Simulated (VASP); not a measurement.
```
CELL_PARAMETERS angstrom
      2.03772    -3.52944     0.00000
      2.03772     3.52944     0.00000
      0.00000     0.00000     5.20860
ATOMIC_POSITIONS crystal
  Te 0.33333 0.66667 0.26256
  Te 0.66667 0.33333 0.73744
  Pt 0.00000 0.00000 0.00000
```

Calculation: rev-vdW-DF2, VASP's PBE PAW potentials (set 64) (plane waves; VASP). Settings: 520 eV cut-off, 8×8×6 Γ-centred mesh, first-order Methfessel-Paxton smearing of 0.10 eV, potentials Te Pt.

Unless said otherwise, spin-orbit coupling is left out, though it shifts the bands of the heavy elements here.

Estimate the energy per atom (σ→0), band gap (on the k-mesh) with the smallest direct gap where there is one.

The band gap (on the k-mesh) is none (metal, semimetal or under 0.01 eV) and the energy per atom (σ→0) is -2.730 eV/atom.

The compound is PtTe2 in the 1T layered structure. It was relaxed first. The start is the result of an earlier pass.
